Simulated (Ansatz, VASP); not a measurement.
**GaSi2P: VASP beside Ansatz**

Aim: how closely do two programs agree when they are given the same cell, functional and k mesh? The cell is generated by rule, not measured, and may not be a known phase. The cell is taken from a series of runs on this material, whose earlier steps may have relaxed, scaled, displaced or heated it; both programs get it as it stands.

Method: plane waves, with VASP 6.6.1 beside it; relaxation of cell and atoms at PBEsol, in Ansatz 0.2.0.

The structure was built from a prototype and need not be the compound's stable phase.

## (1) Set-up

It takes space group Pm (No. 6, monoclinic). Conventional cell: a = 3.846 Å, b = 3.846 Å, c = 5.439 Å, α = 90.00°, β = 90.00°, γ = 90.00°. Nearest to Ga lie 2 Si at 2.35 to 2.36 Å and 2 P at 2.36 Å. Nearest to P lie 2 Si at 2.35 to 2.36 Å and 2 Ga at 2.36 Å. Si has 2 P at 2.35 to 2.36 Å and 2 Si at 2.36 Å nearest. Nearest to Si lie 2 Ga at 2.35 to 2.36 Å and 2 Si at 2.36 Å. It derives from GaP. Farther neighbours are not listed.

## (2) Ansatz: relaxation of cell and atoms, PBEsol, pair 1

Ansatz runs on its PAW soft_1 files.

The relaxed volume is the usual yardstick between codes: in a stiff, nearly cubic crystal its relative difference is about their pressure difference at one cell divided by the bulk modulus.

The input, input.yaml:

```yaml
crystal:
  lattice:
    - [3.8458194326, 0.0, 0.0]
    - [0.0, 5.43881, 0.0]
    - [0.0, 0.0, 3.8458371994]
  atoms:
    - { symbol: Ga, position: [0.0, 0.0, 0.2489253213] }
    - { symbol: P, position: [0.5, 0.25, 0.2489253213] }
    - { symbol: Si, position: [0.5, 0.5, 0.7510746787] }
    - { symbol: Si, position: [0.0, 0.75, 0.7510746787] }
kpoints:
  mp_grid: { grid: [6, 4, 6] }
hamiltonian:
  xc: pbesol
  pseudopotentials: { kind: paw, azcp: { folder: soft_1 }, xc_functional: pbe }
scf:
  occupations: { method: fermi_dirac, width: 0.02 }
relax:
  f_tol: 0.015
  max_steps: 100
  cell: {}
```

Launch:

```
> ansatz run input.yaml --threads 32 --pin off --max-ram 82944MiB --backend cuda --events-out ev --progress --plain --runs-dir out --devices 1 --max-vram 78GiB
```

Numbers of over 12 decimals in the logs are rounded to 6 here.

The log of the run:

```text
The last accepted step is kept in <dir> (removed where the run ends without a failure and the disk answers)
GPUs: using 1 of 1 available (devices: 1).
Engine: ansatz 0.2.0, aarch64-unknown-linux-gnu
Pseudopotentials: kind: paw
Pseudopotential: Ga, paw, valence charge 13, recommended cutoff 420 eV (normal), soft_1/Ga.paw.azcp
Pseudopotential: P, paw, valence charge 5, recommended cutoff 420 eV (normal), soft_1/P.paw.azcp
Pseudopotential: Si, paw, valence charge 4, recommended cutoff 420 eV (normal), soft_1/Si.paw.azcp
Functional definition: PBEsol
  exchange = pbesol_x
  correlation = pbesol_c
[...]
Crystal: 4 atoms, lattice volume = 80.442 Å³
Basis set: ecut = 420 eV, 1539 PW (Γ), exchange–correlation on 54×80×54 points (8 copies of the dense FFT grid, shifted against one another)
Bands: 17, of which v1, the nominal top of the filled ones, is band 13 counted from 1 (12 counted from 0)
Symmetry: 2 space group operations
Space group: Pm (ITA 6), of the structure as read, at distance tolerance 4.3e-5 Å
k-points: 56 of 144 (time reversal used)
Non-local potential: Ga, projectors of the file, l = 0: 2, l = 1: 2, l = 2: 3, l = 3: 1
Non-local potential: P, projectors of the file, l = 0: 2, l = 1: 2, l = 2: 1
Non-local potential: Si, projectors of the file, l = 0: 2, l = 1: 2, l = 2: 1
PAW form: soft (Blöchl's): semilocal exchange-correlation on the pseudo side does not see the compensation charge
PAW frozen core: Ga, regenerated for the run's functional, and the local potential with it (the file was generated under x = pbe(κ = 0.804, μ = 0.219515), c = pbe(β = 0.066725))
PAW frozen core: P, regenerated for the run's functional, and the local potential with it (the file was generated under x = pbe(κ = 0.804, μ = 0.219515), c = pbe(β = 0.066725))
PAW frozen core: Si, regenerated for the run's functional, and the local potential with it (the file was generated under x = pbe(κ = 0.804, μ = 0.219515), c = pbe(β = 0.066725))
PAW one-centre angular grid: Ga, 590 points (default); XC on 64 Gauss nodes
PAW one-centre angular grid: P, 110 points (default); XC on 64 Gauss nodes
PAW one-centre angular grid: Si, 110 points (default); XC on 64 Gauss nodes
Initial density: superposition of atomic densities (chi_scale 0.1, normalization cell, long waves kept (reshape's long-wave potential 0.03 eV rms))
Initial wavefunctions: pseudopotential atomic-orbital guess
[...]
Functional: x = pbesol(κ = 0.804, μ = 0.123457), c = pbesol(β = 0.046)
SCF iter   1: F=—  HF=-5727.152004 eV  |F-HF|=—  |Δ(HF+E_count)|=         —  Δρ=4.61e-2  dr2=2.05e0  ethr=3.10e-3  ⟨swp⟩=8.2  Hψ=6349  notcnv=0
preconditioner: auto → none  [insulator: Δε(μ)=0.440 eV  Ē_g=11.844 eV  σ=0.020 eV  W_gap=1.00  n_scr=14 (ndim 8)  ℏωp=21.1 eV  f_vac=0.000  D(μ)=0.00/eV (n_scr^D=0)  ε∞_Penn≈4.2]
SCF iter   2: F=—  HF=-5726.708092 eV  |F-HF|=—  |Δ(HF+E_count)|=   4.44e-1  Δρ=2.11e-2  dr2=5.14e-1  ethr=3.10e-3  ⟨swp⟩=3.8  Hψ=2375  notcnv=0
[...]
SCF iter   9: F=-5726.588573 eV  HF=-5726.588573 eV  |F-HF|=9.93e-10  |Δ(HF+E_count)|=   4.61e-8  Δρ=4.07e-6  dr2=9.88e-9  ethr=3.85e-10  ⟨swp⟩=5.0  Hψ=3625  notcnv=0
SCF 1 converged in 9 iterations: F = -5726.588573 eV  dr2 = 9.88e-9
  greatest PAW one-centre occupation: 0.994 electrons in one spin orbital (limit 2), on the Ga atom at site 0 (counted from 0), in its partial waves of l = 2
relax step   1: F+E_penalty+E_count = -5726.58857325 eV  Δ(F+E_penalty+E_count) = +0.000e0 eV  max|allowed force component| = 4.356e-1 eV/Å  Δτ_max = 0.0000 Å  P = -0.291 GPa  Ω = 80.442 Å³  (9 SCF iters, dr2 threshold 1.00e-7 eV, accepted)
[...]
relax step   2: F+E_penalty+E_count = -5726.60227611 eV  Δ(F+E_penalty+E_count) = -1.370e-2 eV  max|allowed force component| = 6.773e-2 eV/Å  Δτ_max = 0.0269 Å  P = -0.067 GPa  Ω = 80.239 Å³  energy of the carried Pulay correction = +1.501e-5 eV  (6 SCF iters, dr2 threshold 4.00e-7 eV, accepted)
[...]
relax step   3: F+E_penalty+E_count = -5726.60275632 eV  Δ(F+E_penalty+E_count) = -4.802e-4 eV  max|allowed force component| = 1.238e-2 eV/Å  Δτ_max = 0.0043 Å  P = +0.000 GPa  Ω = 80.184 Å³  energy of the carried Pulay correction = +1.913e-5 eV  (5 SCF iters, dr2 threshold 2.87e-7 eV, accepted)
[...]
relax step   4: F+E_penalty+E_count = -5726.60274096 eV  Δ(F+E_penalty+E_count) = +1.536e-5 eV  max|allowed force component| = 1.239e-2 eV/Å  Δτ_max = 0.0000 Å  P = +0.000 GPa  Ω = 80.184 Å³  stress off target by 4.77e-2 GPa  SCF on the basis re-selected at this cell (its energy is not comparable with the rows above)  (6 SCF iters)
basis re-selected at this cell: Δ(F+E_penalty+E_count) = +1.536e-5 eV, ΔP = +0.000 GPa vs the last step (what re-selecting the basis moved, of the pressure what is left beyond the Pulay correction that the steps carried, after the strain that the cell walked since its last selection, with what the two solves' SCF thresholds leave and, on support functions, any second-order correction that the steps lacked; it is no m [...]
SCF converged after 6 iterations
Free energy (F): -5726.602741 eV
Harris-Foulkes:  -5726.602741 eV  (|F-HF|=1.53e-10)
Internal energy: -5726.601872 eV  (E = F + TS)
E sigma→0 (E₀):  -5726.602306 eV
Entropy (-TS):   -0.000869 eV (-0.217 meV/atom)
Fermi energy:    7.161110 eV
--- Per-component energies (eV) ---
  E_band       = -53.631390
  E_kinetic    = 261.951612
  E_local      = -1974.701243  (includes V_loc(G=0)·N_el)
  E_nonlocal   = -14.441156
  E_hartree    = 1151.520453
  E_xc         = -247.139143
  E_vxc        = -213.118332  (∫ρ·V_xc dr)
  E_paw        = -3489.721464  (= ΣΔE_a)
  E_vpaw       = -416.363052  (= ΣTr[D̂ρ^β])
  E_aug_tail   = -0.000119  (compensation charges beyond the density's cutoff)
  E_ewald      = -1415.043008
  E_core_change = 0.972197  (= ΣΔE_core)
  E_smearing   = -0.000869  (= −TS)
  E_closure    = 0.000000  (closes the sum)
  Σ components = -5726.602741   (vs F -5726.602741, Δ=0.00e0)
--- Forces (eV/Å), atoms counted from 1 ---
  atom   1  Ga    -0.00000000    -0.00074971     0.00324250
  atom   2  P     -0.00000000     0.00433265     0.01142560
  atom   3  Si    -0.00000000    -0.01036368    -0.01239249
  atom   4  Si     0.00000000     0.00678154    -0.00227545
  max |Σ_I F_I| component: 8.01e-7 eV/Å
--- Stress (GPa, compression-positive) ---
        0.047730      -0.000000       0.000000
       -0.000000      -0.010762      -0.018911
        0.000000      -0.018911      -0.036266
  P = ⅓ Tr σ = 0.0002 GPa (0.002 kbar)
--- Band table (eV; the first three rows and the last of 56) ---
  k-point 0: bands = [... 9 lower, 3.6917, 6.4606, 6.6602, 7.1179, 7.2443, 7.7574, 9.4632, 9.5635]
  k-point 1: bands = [... 9 lower, 3.8864, 5.4550, 5.8784, 6.5213, 7.8267, 8.7504, 9.6157, 9.9563]
  k-point 2: bands = [... 9 lower, 3.4035, 4.3254, 4.4349, 6.0387, 8.4592, 9.8303, 10.7504, 10.7875]
  k-point 55: bands = [... 9 lower, 2.4211, 2.5029, 3.1188, 3.4288, 10.3191, 11.0171, 11.4700, 11.5943]
--- Relaxed structure (3 steps of the walk, 3 accepted, 1 SCFs on fresh bases) ---
  F+E_penalty+E_count = -5726.60274096 eV   max|allowed force component| = 1.239e-2 eV/Å   (the final SCF, on the basis selected at the relaxed cell)
  cell:  # Å, volume = 80.1837 Å³
    - [3.840661, 0.0, 0.0]
    - [0.0, 5.416753, 0.00037344]
    - [0.0, 0.000264063, 3.854262]
  atoms:
    - { symbol: Ga, position: [0.0, -0.00224388, 0.249930] }
    - { symbol: P, position: [0.500000, 0.255702, 0.249814] }
    - { symbol: Si, position: [0.500000, 0.501106, 0.750225] }
    - { symbol: Si, position: [0.0, 0.745436, 0.750032] }
```

## (3) VASP: relaxation of cell and atoms, PBEsol, pair 1

The same cell, functional, mesh and smearing now go to VASP, with its own data sets.

Lines of VASP's logs that name or quote its potential files are left out, and so is its time.

The input, INCAR:

```
SYSTEM = GaSi2P
PREC = Accurate
ENCUT = 500
EDIFF = 1E-07
NELM = 120
ISMEAR = -1
SIGMA = 0.02
LREAL = .FALSE.
ALGO = Normal
GGA = PS
NBANDS = 19
LORBIT = 11
LWAVE = .FALSE.
LCHARG = .FALSE.
ISIF = 3
IBRION = 2
NSW = 80
EDIFFG = -0.005
LASPH = .TRUE.
GGA_COMPAT = .FALSE.
NELMIN = 4
KPAR = 2
```

The input, POSCAR:

```
GaSi2P
1.0
    3.8458190000      0.0000000000      0.0000000000
    0.0000000000      5.4388100000      0.0000000000
    0.0000000000      0.0000000000      3.8458370000
Ga P Si
1 1 2
Direct
    0.0000000000      0.0000000000      0.2489252665
    0.5000000000      0.2500000919      0.2489252665
    0.5000000000      0.5000000000      0.7510747335
    0.0000000000      0.7500000919      0.7510747335
```

The input, KPOINTS:

```
Automatic mesh
0
Gamma
6 4 6
0 0 0
```

PAW data sets: Ga_d, P and Si (PBE family, release 64).

Launch:

```
> mpirun -np 2 vasp_std
```

The log of the run:

```text
[banner, memory and clock lines left out]
running    2 mpi-ranks, on    1 nodes
 distrk:  each k-point on    1 cores,    2 groups
 distr:  one band on    1 cores,    1 groups

 POSCAR found type information on POSCAR GaP Si
 POSCAR found :  3 types and       4 ions
|                                                                             |
|               ----> ADVICE to this user running VASP <----                  |
|                                                                             |
|     You enforced a specific xc type in the INCAR file but a different       |
|     [... a line on the potential file left out ...]
|     I HOPE YOU KNOW WHAT YOU ARE DOING!                                     |
|                                                                             |

 LDA part: xc-table for (Slater+PW92), standard interpolation
 POSCAR, INCAR and KPOINTS ok, starting setup
 FFT: planning ... GRIDC
 FFT: planning ... GRID_SOFT
 FFT: planning ... GRID
 WAVECAR not read
 entering main loop
       N       E                     dE             d eps       ncg     rms          rms(c)
DAV:   1     0.135790671192E+03    0.13579E+03   -0.11518E+04  2137   0.157E+03
DAV:   2    -0.766814373833E+01   -0.14346E+03   -0.13835E+03  2372   0.346E+02
DAV:   3    -0.210791777357E+02   -0.13411E+02   -0.13182E+02  2589   0.880E+01
DAV:   4    -0.214638176877E+02   -0.38464E+00   -0.38360E+00  2763   0.144E+01
DAV:   5    -0.214715300758E+02   -0.77124E-02   -0.77051E-02  2736   0.199E+00    0.652E+00
DAV:   6    -0.210681155987E+02    0.40341E+00   -0.50041E-01  2879   0.789E+00    0.391E+00
DAV:   7    -0.209610101928E+02    0.10711E+00   -0.37883E-01  2511   0.358E+00    0.847E-01
DAV:   8    -0.209575959409E+02    0.34143E-02   -0.58708E-02  2589   0.196E+00    0.286E-01
DAV:   9    -0.209577400562E+02   -0.14412E-03   -0.34644E-03  2706   0.540E-01    0.121E-01
DAV:  10    -0.209578605374E+02   -0.12048E-03   -0.39067E-04  2521   0.127E-01    0.526E-02
DAV:  11    -0.209578959681E+02   -0.35431E-04   -0.61331E-05  2681   0.464E-02    0.126E-02
DAV:  12    -0.209578966950E+02   -0.72683E-06   -0.10935E-05  2581   0.215E-02    0.748E-03
DAV:  13    -0.209578971048E+02   -0.40981E-06   -0.14314E-06  2544   0.769E-03    0.325E-03
DAV:  14    -0.209578970800E+02    0.24817E-07   -0.19866E-07  1953   0.309E-03
   1 F= -.20957897E+02 E0= -.20957570E+02  d E =-.209579E+02
[... from here on, the cycles between the ionic steps are left out ...]
   2 F= -.20970238E+02 E0= -.20969852E+02  d E =-.123413E-01
   3 F= -.20970908E+02 E0= -.20970497E+02  d E =-.130107E-01
   4 F= -.20971291E+02 E0= -.20970864E+02  d E =-.383445E-03
   5 F= -.20971459E+02 E0= -.20971038E+02  d E =-.551464E-03
   6 F= -.20971459E+02 E0= -.20971038E+02  d E =-.551447E-03
   7 F= -.20971474E+02 E0= -.20971049E+02  d E =-.152253E-04
   8 F= -.20971477E+02 E0= -.20971049E+02  d E =-.179246E-04
 curvature:  -0.82 expect dE=-0.611E-05 dE for cont linesearch -0.656E-08
 trial: gam= 0.26236 g(F)=  0.526E-05 g(S)=  0.223E-05 ort = 0.434E-06 (trialstep = 0.110E+01)
 search vector abs. value=  0.934E-05
 bond charge predicted
       N       E                     dE             d eps       ncg     rms          rms(c)
DAV:   1    -0.209714853289E+02   -0.81492E-05   -0.70251E-04  2427   0.177E-01    0.152E-02
DAV:   2    -0.209714821387E+02    0.31903E-05   -0.24465E-05  2873   0.532E-02    0.828E-03
DAV:   3    -0.209714799887E+02    0.21500E-05   -0.47405E-06  2865   0.231E-02    0.228E-03
DAV:   4    -0.209714799753E+02    0.13462E-07   -0.10885E-06  2370   0.829E-03    0.954E-04
DAV:   5    -0.209714799516E+02    0.23618E-07   -0.54573E-08  1244   0.197E-03
   9 F= -.20971480E+02 E0= -.20971050E+02  d E =-.277259E-05
 trial-energy change:   -0.000003  1 .order   -0.000003   -0.000008    0.000003
 step:   0.8255(harm=  0.8255)  dis= 0.00032  next Energy=   -20.971480 (dE=-0.314E-05)
 reached required accuracy - stopping structural energy minimisation
```

From OUTCAR (step 3):

```text
ion  position               nearest neighbor table
   1  0.000  0.000  0.249-   4 2.35   2 2.36   2 2.36   4 2.36
   2  0.500  0.250  0.249-   3 2.35   1 2.36   1 2.36   3 2.36
   3  0.500  0.500  0.751-   2 2.35   4 2.36   4 2.36   2 2.36
   4  0.000  0.750  0.751-   1 2.35   3 2.36   3 2.36   1 2.36

  LATTYP: Found a simple tetragonal cell.
 ALAT       =     3.8458190000
 C/A-ratio  =     1.4142137214

 Subroutine GETGRP returns: Found  2 space group operations
 (whereof  2 operations were pure point group operations)

The static configuration has the point symmetry C_1h.

 Found     56 irreducible k-points:

   k-points           NKPTS =     56   k-points in BZ     NKDIM =     56   number of bands    NBANDS=     19

   dimension x,y,z NGX =    28 NGY =   40 NGZ =   28
   dimension x,y,z NGXF=    56 NGYF=   80 NGZF=   56

   ENCUT  =  500.0 eV  36.75 Ry    6.06 a.u.   7.01  9.92  7.01*2*pi/ulx,y,z

   NELECT =      26.0000    total number of electrons

 k-points in reciprocal lattice and weights: Automatic mesh
   0.00000000  0.00000000  0.00000000       0.007
   0.16666667  0.00000000  0.00000000       0.014
   0.00000000  0.00000000 -0.16666667       0.014
   0.33333333  0.00000000  0.00000000       0.014
   0.00000000  0.00000000 -0.33333333       0.014
   0.50000000  0.00000000  0.00000000       0.007
   0.00000000  0.00000000  0.50000000       0.007
   0.00000000  0.25000000  0.00000000       0.014
   0.16666667  0.25000000  0.00000000       0.028
[...]
0.50000000  0.25000000  0.50000000       0.014
   0.50000000  0.50000000  0.50000000       0.007

 average (electrostatic) potential at core
       1 -64.3628       2 -83.3267       3 -84.0747       4 -83.0817

 E-fermi :   5.7496

 k-point     1 :       0.0000    0.0000    0.0000
  band No.  band energies     occupation
    ...
      9       1.7889      2.00000
     10       2.2747      2.00000
     11       5.0518      2.00000
     12       5.2503      2.00000
     13       5.7058      1.79918
     14       5.8344      0.02841
     15       6.3408      0.00000
     16       8.0596      0.00000
     17       8.1486      0.00000
     18       8.3963      0.00000
    ...

 k-point     2 :       0.1667    0.0000    0.0000
  band No.  band energies     occupation
    ...
      8      -2.0329      2.00000
      9       1.3846      2.00000
     10       1.9297      2.00000
     11       3.6391      2.00000
     12       4.4394      2.00000
     13       5.7733      0.46838
     14       5.8045      0.12077
     15       7.9253      0.00000
     16       8.2625      0.00000
     17       8.6162      0.00000
    ...

 k-point     3 :       0.0000    0.0000   -0.1667
  band No.  band energies     occupation
    ...
      9       0.9304      2.00000
     10       2.4695      2.00000
     11       4.0464      2.00000
     12       4.4673      2.00000
     13       5.1116      2.00000
     14       6.4093      0.00000
     15       7.3449      0.00000
     16       8.2010      0.00000
     17       8.5480      0.00000
     18       8.6364      0.00000
    ...

  Total       -0.0038745     -0.0014023      0.0021856      0.0000000     -0.0053140      0.0000000
  in kB       -0.0774050     -0.0280161      0.0436640      0.0000000     -0.1061630      0.0000000
  external PRESSURE =      -0.0205857 kB  Pullay stress =       0.0000000 kB

  energy-cutoff  :      500.00
  volume of cell :       80.20
      direct lattice vectors                 reciprocal lattice vectors
     3.842460701  0.000000000  0.000000000     0.260249897  0.000000000  0.000000000
     0.000000000  5.416263726  0.000240427     0.000000000  0.184629119 -0.000007489
     0.000000000  0.000156315  3.853447784     0.000000000 -0.000011519  0.259507864

 POSITION                                       TOTAL-FORCE (eV/Angst)
 -----------------------------------------------------------------------------------
      0.00000      5.40449      0.96366         0.000000     -0.000275     -0.001741
      1.92123      1.38453      0.96335         0.000000     -0.002353      0.001143
      1.92123      2.71352      2.89024         0.000000      0.003099     -0.001211
      0.00000      4.03842      2.89024         0.000000     -0.000471      0.001809
 -----------------------------------------------------------------------------------
    total drift:                               -0.000000      0.001394     -0.000047

  FREE ENERGIE OF THE ION-ELECTRON SYSTEM (eV)
  ---------------------------------------------------
  free  energy   TOTEN  =       -20.9714799516 eV

  energy  without entropy=      -20.9706194826  energy(sigma->0) =      -20.97104972

 reached required accuracy - stopping structural energy minimisation

 total charge
# of ion       s       p       d       tot
------------------------------------------
    1        0.894   0.914   9.988  11.796
    2        1.023   1.478   0.000   2.501
    3        0.755   0.873   0.000   1.628
    4        0.758   0.961   0.000   1.719
--------------------------------------------------
tot          3.429   4.226   9.988  17.644

[... 3 further parts left out ...]
```

The k-mesh is coarse for a metal. The run keeps the 2 symmetry operations of its start, so it cannot find a distortion of lower symmetry.

## (4) Differences

Known differences besides the potentials themselves: the cutoff is 420 eV in Ansatz and 500 eV in VASP; Ansatz makes its cores anew for this functional, VASP keeps those of its PBE data sets; Ansatz adds a Pulay correction to the stress that steers its cell, VASP none. Total energies have different zeros and are not compared.

The two programs side by side:

```tsv
quantity	Ansatz	VASP	difference
volume (Å³)	80.18	80.20	-0.02 %
edge a after relaxation, in the typed setting (Å)	3.841	3.842	-0.05 %
edge b after relaxation, in the typed setting (Å)	5.417	5.416	+0.01 %
edge c after relaxation, in the typed setting (Å)	3.854	3.853	+0.02 %
```

(Part 1 of 2 ends here.)

[Lines on the potential files, build, host, timing and source positions are cut from VASP's logs without a mark.]

[Logs are printed without paths, hosts, clocks, repeated set-up lines and the standing remarks that a program may print on its own settings, such as how far it seeks lower states.]

[Hosts, paths, dates, database ids (printed as entryN), source tags and the programs' standing remarks are cut or masked in the printed files.]
